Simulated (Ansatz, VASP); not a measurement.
# H4BrN in two plane-wave programs

One calculation is typed for both programs; each brings its own data sets. How far apart do they land? The cell is taken from a series of runs on this material, whose earlier steps may have relaxed, scaled, displaced or heated it; both programs get it as it stands.

Calculated with Ansatz 0.2.0; plane waves, with VASP 6.6.1 beside it; zone-centre phonons at LDA.

### 1. The starting structure

Symmetry: P-43m, No. 215, cubic system. Conventional cell: a = 3.882 Å, b = 3.882 Å, c = 3.882 Å, α = 90.00°, β = 90.00°, γ = 90.00°. Nearest to H lie 1 N at 1.05 Å. Nearest to Br lie 4 H at 2.31 Å. Nearest to N lie 4 H at 1.05 Å. Farther neighbours and most contacts between anions are not listed.

Coordinates:

```cif
data_structure
_symmetry_space_group_name_H-M 'P 1'
_symmetry_Int_Tables_number 1
_cell_length_a 3.8822
_cell_length_b 3.8822
_cell_length_c 3.8822
_cell_angle_alpha 90.000
_cell_angle_beta 90.000
_cell_angle_gamma 90.000
_cell_volume 58.51
loop_
_atom_site_label
_atom_site_type_symbol
_atom_site_fract_x
_atom_site_fract_y
_atom_site_fract_z
_atom_site_occupancy
H1 H 0.15631 0.15631 0.15631 1
H2 H 0.15631 0.84369 0.84369 1
H3 H 0.84369 0.84369 0.15631 1
H4 H 0.84369 0.15631 0.84369 1
Br5 Br 0.50000 0.50000 0.50000 1
N6 N 0.00000 0.00000 0.00000 1
```

### 2. VASP: zone-centre phonons, LDA

Second derivatives magnify differences that forces hide, and they need a tight electronic threshold.

Lines of VASP's logs that name or quote its potential files are left out, and so is its time.

INCAR

```
SYSTEM = H4BrN
PREC = Accurate
ENCUT = 600
EDIFF = 1E-08
NELM = 120
ISMEAR = 0
SIGMA = 0.01
LREAL = .FALSE.
ALGO = Normal
GGA = PW92
NBANDS = 14
LORBIT = 11
LWAVE = .FALSE.
LCHARG = .FALSE.
ISIF = 2
IBRION = 8
LEPSILON = .TRUE.
LASPH = .TRUE.
GGA_COMPAT = .FALSE.
EFERMI = MIDGAP
KPAR = 2
```

POSCAR

```
H4BrN
1.0
    3.8821980888      0.0000000000      0.0000000000
    0.0000000000      3.8821980888      0.0000000000
    0.0000000000      0.0000000000      3.8821980888
H Br N
4 1 1
Direct
    0.1563071231      0.1563071231      0.1563071231
    0.1563071231      0.8436928769      0.8436928769
    0.8436928769      0.8436928769      0.1563071231
    0.8436928769      0.1563071231      0.8436928769
    0.5000000000      0.5000000000      0.5000000000
    0.0000000000      0.0000000000      0.0000000000
```

KPOINTS

```
Automatic mesh
0
Gamma
6 6 6
0 0 0
```

Potentials, in the order of the species: H, Br and N (LDA family, release 64).

Run with:

```
$ mpirun -np 2 vasp_std
```

Numbers of over 12 decimals in the logs are rounded to 6 here.

Output:

```text
[banner, memory and clock lines left out]
running    2 mpi-ranks, on    1 nodes
 distrk:  each k-point on    1 cores,    2 groups
 distr:  one band on    1 cores,    1 groups

 POSCAR found type information on POSCAR H BrN
 POSCAR found :  3 types and       6 ions
|                                                                             |
|               ----> ADVICE to this user running VASP <----                  |
|                                                                             |
|     You enforced a specific xc type in the INCAR file but a different       |
|     [... a line on the potential file left out ...]
|     I HOPE YOU KNOW WHAT YOU ARE DOING!                                     |
|                                                                             |

 LDA part: xc-table for (Slater(with rela. corr.)+PW92), standard interpolation
 POSCAR, INCAR and KPOINTS ok, starting setup
 FFT: planning ... GRIDC
 FFT: planning ... GRID_SOFT
 FFT: planning ... GRID
 WAVECAR not read
 entering main loop
       N       E                     dE             d eps       ncg     rms          rms(c)
DAV:   1     0.573173479208E+02    0.57317E+02   -0.74101E+03   560   0.111E+03
DAV:   2    -0.257230090796E+02   -0.83040E+02   -0.76743E+02   798   0.181E+02
DAV:   3    -0.306963398800E+02   -0.49733E+01   -0.49481E+01   740   0.483E+01
DAV:   4    -0.307312741266E+02   -0.34934E-01   -0.34929E-01   638   0.482E+00
DAV:   5    -0.307315005581E+02   -0.22643E-03   -0.22643E-03   704   0.379E-01    0.849E+00
DAV:   6    -0.288293486122E+02    0.19022E+01   -0.39706E+00   620   0.157E+01    0.386E+00
DAV:   7    -0.287213156263E+02    0.10803E+00   -0.28652E-01   656   0.406E+00    0.254E+00
DAV:   8    -0.286810925067E+02    0.40223E-01   -0.66904E-02   692   0.187E+00    0.322E-01
DAV:   9    -0.286792773471E+02    0.18152E-02   -0.48925E-03   722   0.649E-01    0.134E-01
DAV:  10    -0.286793966238E+02   -0.11928E-03   -0.76915E-04   578   0.219E-01    0.527E-02
DAV:  11    -0.286793896937E+02    0.69301E-05   -0.20517E-05   674   0.349E-02    0.274E-02
DAV:  12    -0.286793955875E+02   -0.58937E-05   -0.13632E-05   596   0.249E-02    0.556E-03
DAV:  13    -0.286793953212E+02    0.26626E-06   -0.14333E-06   692   0.877E-03    0.191E-03
DAV:  14    -0.286793953434E+02   -0.22232E-07   -0.15233E-07   620   0.291E-03    0.588E-04
DAV:  15    -0.286793953392E+02    0.42110E-08   -0.13349E-08   450   0.990E-04
   1 F= -.28679395E+02 E0= -.28679395E+02  d E =0.000000E+00
 Linear response reoptimize wavefunctions to high precision
DAV:   1    -0.286793953393E+02   -0.96520E-10   -0.16311E-09   524   0.324E-04
DAV:   2    -0.286793953393E+02    0.49567E-10   -0.10549E-10   298   0.922E-05
 Linear response G [H, r] |phi>, progress :
  Direction:   1
       N       E                     dE             d eps       ncg     rms
RMM:   1    -0.595919689808E+02   -0.59592E+02    0.12725E+02  1238   0.731E+01
RMM:   2    -0.568911549419E+02    0.27008E+01   -0.46662E+00   950   0.150E+01
RMM:   3    -0.569040044664E+02   -0.12850E-01   -0.75420E-02   983   0.152E+00
RMM:   4    -0.569037695896E+02    0.23488E-03   -0.24319E-03  1039   0.230E-01
RMM:   5    -0.569037273008E+02    0.42289E-04   -0.11153E-04  1069   0.299E-02
RMM:   6    -0.569037244644E+02    0.28364E-05   -0.68270E-06  1085   0.484E-03
RMM:   7    -0.569037242617E+02    0.20273E-06   -0.39586E-07   980   0.847E-04
RMM:   8    -0.569037242528E+02    0.89222E-08   -0.67534E-08   825   0.179E-04
 Linear response G [H, r] |phi>, progress :
  Direction:   2
       N       E                     dE             d eps       ncg     rms
RMM:   1    -0.637344915954E+02   -0.63734E+02    0.96665E+01  1231   0.735E+01
RMM:   2    -0.614784591419E+02    0.22560E+01   -0.41280E+00   976   0.146E+01
RMM:   3    -0.614986196845E+02   -0.20161E-01   -0.47251E-02   992   0.132E+00
RMM:   4    -0.614988455640E+02   -0.22588E-03   -0.11400E-03  1061   0.199E-01
RMM:   5    -0.614988443923E+02    0.11716E-05   -0.24812E-05  1093   0.229E-02
RMM:   6    -0.614988439133E+02    0.47905E-06   -0.71114E-07  1106   0.337E-03
RMM:   7    -0.614988438922E+02    0.21056E-07    0.12371E-07   994   0.491E-04
RMM:   8    -0.614988438976E+02   -0.53124E-08    0.20388E-07   837   0.902E-05
RMM:   9    -0.614988440624E+02   -0.16482E-06   -0.78120E-08   686   0.346E-05
RMM:  10    -0.614988440624E+02    0.20719E-10    0.38230E-09   688   0.325E-05
 Linear response G [H, r] |phi>, progress :
  Direction:   3
       N       E                     dE             d eps       ncg     rms
RMM:   1    -0.703547222609E+02   -0.70355E+02    0.50379E+01  1219   0.739E+01
RMM:   2    -0.692401449695E+02    0.11146E+01   -0.41058E+00   964   0.143E+01
RMM:   3    -0.692653329803E+02   -0.25188E-01   -0.52629E-02   976   0.126E+00
[...]
RMM:   2    -0.407427975089E+00   -0.29596E-02   -0.70826E-03   974   0.475E-01
RMM:   3    -0.407479422321E+00   -0.51447E-04   -0.68323E-05   991   0.399E-02
RMM:   4    -0.407480021434E+00   -0.59911E-06   -0.11773E-06  1050   0.505E-03
RMM:   5    -0.407480031107E+00   -0.96731E-08   -0.25541E-08   924   0.604E-04
 change of polarisation eV/A/(eV/A) component  2 :    -0.083     0.815     0.097
 dielectric tensor                  component  2 :    -0.257     3.520     0.301
[...]
RMM:   7    -0.419715775665E+00   -0.25443E-03   -0.25461E-06  2585   0.935E-03    0.182E-03
RMM:   8    -0.419753994159E+00   -0.38218E-04   -0.15708E-07  2704   0.222E-03    0.678E-04
RMM:   9    -0.419757970793E+00   -0.39766E-05   -0.53674E-08  2713   0.937E-04    0.143E-04
RMM:  10    -0.419757674492E+00    0.29630E-06   -0.20546E-08  2424   0.201E-04    0.329E-05
RMM:  11    -0.419757381080E+00    0.29341E-06   -0.69273E-10  1770   0.475E-05    0.141E-05
RMM:  12    -0.419757221991E+00    0.15909E-06    0.80252E-10  1346   0.360E-05    0.327E-06
 change of polarisation eV/A/(eV/A) component  2 :    -0.020     0.769     0.042
 dielectric tensor                  component  2 :    -0.063     3.378     0.131
 Linear response to external field, progress :
  Direction:   3
       N       E                     dE             d eps       ncg     rms          rms(c)
RMM:   1    -0.433575145131E+00   -0.43358E+00   -0.13053E+00  3037   0.315E+00
RMM:   2    -0.436324777155E+00   -0.27496E-02   -0.78718E-03  2494   0.478E-01    0.141E+00
RMM:   3    -0.401072195872E+00    0.35253E-01   -0.42022E-02  2420   0.837E-01    0.715E-01
RMM:   4    -0.410697010042E+00   -0.96248E-02   -0.30078E-02  2520   0.753E-01    0.154E-01
RMM:   5    -0.419224296119E+00   -0.85273E-02   -0.76648E-04  2550   0.178E-01    0.173E-02
RMM:   6    -0.419461329554E+00   -0.23703E-03   -0.27401E-05  2602   0.248E-02    0.888E-03
RMM:   7    -0.419715799489E+00   -0.25447E-03   -0.25701E-06  2586   0.935E-03    0.182E-03
RMM:   8    -0.419753985173E+00   -0.38186E-04   -0.17480E-07  2697   0.222E-03    0.678E-04
RMM:   9    -0.419757973716E+00   -0.39885E-05   -0.44177E-08  2714   0.938E-04    0.143E-04
RMM:  10    -0.419757676320E+00    0.29740E-06   -0.11930E-08  2426   0.202E-04    0.330E-05
RMM:  11    -0.419757383601E+00    0.29272E-06    0.33911E-09  1774   0.476E-05    0.141E-05
RMM:  12    -0.419757224178E+00    0.15942E-06    0.79808E-10  1353   0.361E-05    0.328E-06
 change of polarisation eV/A/(eV/A) component  3 :    -0.000     0.001     0.769
 dielectric tensor                  component  3 :    -0.001     0.004     3.378
 Linear response DOF=           3
 Linear response progress:
  Degree of freedom:   1/  3
       N       E                     dE             d eps       ncg     rms          rms(c)
RMM:   1    -0.149486741390E-01   -0.14949E-01    0.19757E-02  4566   0.990E-01
RMM:   2    -0.144693511854E-01    0.47932E-03   -0.90525E-04  3075   0.192E-01    0.132E-01
RMM:   3    -0.143890380636E-01    0.80313E-04   -0.26434E-04  3239   0.105E-01    0.693E-02
RMM:   4    -0.145097139249E-01   -0.12068E-03   -0.23030E-05  3382   0.366E-02    0.298E-02
RMM:   5    -0.146271965248E-01   -0.11748E-03   -0.67313E-07  3439   0.188E-02    0.410E-03
RMM:   6    -0.146333789690E-01   -0.61824E-05    0.26857E-06  3450   0.441E-03    0.878E-04
RMM:   7    -0.146325907324E-01    0.78824E-06    0.18399E-07  3520   0.102E-03    0.320E-04
RMM:   8    -0.146316277733E-01    0.96296E-06   -0.54172E-08  3620   0.342E-04    0.831E-05
RMM:   9    -0.146313454202E-01    0.28235E-06   -0.12052E-07  3683   0.112E-04    0.201E-05
RMM:  10    -0.146313149075E-01    0.30513E-07   -0.10783E-08  3695   0.218E-05    0.723E-06
RMM:  11    -0.146313173814E-01   -0.24739E-08    0.11148E-08  3669   0.753E-06    0.111E-06
 first order change of Fermi-energy  -0.41731E+00
 force on displaced ion       1 direction 1 : -13.695  -8.798  -8.798
 Born effective charge ion    1 direction 1 :   0.595   0.326   0.326
 Linear response progress:
  Degree of freedom:   2/  3
       N       E                     dE             d eps       ncg     rms          rms(c)
RMM:   1    -0.142450590717E+00   -0.14245E+00    0.50244E-02  3156   0.165E+00
RMM:   2    -0.141206467490E+00    0.12441E-02   -0.20952E-03  2306   0.277E-01    0.524E-02
RMM:   3    -0.141547268337E+00   -0.34080E-03   -0.74241E-05  2434   0.426E-02    0.263E-02
RMM:   4    -0.141922647072E+00   -0.37538E-03   -0.40325E-05  2381   0.292E-02    0.815E-03
RMM:   5    -0.141953516764E+00   -0.30870E-04   -0.20531E-06  2561   0.849E-03    0.280E-03
RMM:   6    -0.141950813249E+00    0.27035E-05   -0.21183E-08  2677   0.731E-04    0.206E-03
RMM:   7    -0.141949501397E+00    0.13119E-05   -0.24485E-08  2542   0.702E-04    0.610E-04
RMM:   8    -0.141947465500E+00    0.20359E-05   -0.42642E-10  2690   0.153E-04    0.201E-04
RMM:   9    -0.141946553153E+00    0.91235E-06   -0.10111E-10  2586   0.538E-05    0.215E-05
RMM:  10    -0.141946373399E+00    0.17975E-06    0.16171E-10  2779   0.145E-05    0.469E-06
RMM:  11    -0.141946411855E+00   -0.38456E-07   -0.58231E-10  2625   0.532E-06    0.299E-06
RMM:  12    -0.141946390728E+00    0.21127E-07    0.39625E-09  2161   0.237E-06    0.190E-06
RMM:  13    -0.141946394947E+00   -0.42186E-08   -0.12981E-08  1551   0.817E-07    0.327E-07
 first order change of Fermi-energy   0.32596E-03
 force on displaced ion       5 direction 1 :  -2.001   0.000  -0.000
 Born effective charge ion    5 direction 1 :  -1.233   0.000   0.000
 Linear response progress:
  Degree of freedom:   3/  3
       N       E                     dE             d eps       ncg     rms          rms(c)
RMM:   1    -0.244187426566E+00   -0.24419E+00    0.28880E-01  3011   0.322E+00
RMM:   2    -0.239465807424E+00    0.47216E-02   -0.46301E-03  2299   0.521E-01    0.258E-01
RMM:   3    -0.239855631033E+00   -0.38982E-03   -0.11087E-03  2311   0.183E-01    0.133E-01
RMM:   4    -0.241289532134E+00   -0.14339E-02   -0.90811E-04  2367   0.162E-01    0.214E-02
RMM:   5    -0.241262929473E+00    0.26603E-04   -0.12298E-05  2512   0.268E-02    0.360E-03
RMM:   6    -0.241306094423E+00   -0.43165E-04   -0.72378E-07  2653   0.417E-03    0.123E-03
RMM:   7    -0.241299562756E+00    0.65317E-05    0.15470E-07  2560   0.153E-03    0.257E-04
RMM:   8    -0.241300383097E+00   -0.82034E-06   -0.24978E-08  2688   0.382E-04    0.797E-05
RMM:   9    -0.241300148101E+00    0.23500E-06    0.27966E-09  2709   0.107E-04    0.248E-05
RMM:  10    -0.241300260444E+00   -0.11234E-06   -0.16893E-10  2770   0.348E-05    0.460E-06
RMM:  11    -0.241300240943E+00    0.19501E-07   -0.61991E-10  2658   0.867E-06    0.187E-06
RMM:  12    -0.241300241741E+00   -0.79772E-09    0.12917E-09  2414   0.251E-06    0.213E-07
 first order change of Fermi-energy   0.24075E-04
 force on displaced ion       6 direction 1 : -55.319   0.000  -0.000
 Born effective charge ion    6 direction 1 :  -1.149   0.000   0.000
 Born effective charges drift removed
 Linear response finished
```

(Part 1 of 3 ends here.)

[Lines on the potential files, build, host, timing and source positions are cut from VASP's logs without a mark.]

[Logs are printed without paths, hosts, clocks, repeated set-up lines and the standing remarks that a program may print on its own settings, such as how far it seeks lower states.]

[Hosts, paths, dates, database ids (printed as entryN), source tags and the programs' standing remarks are cut or masked in the printed files.]
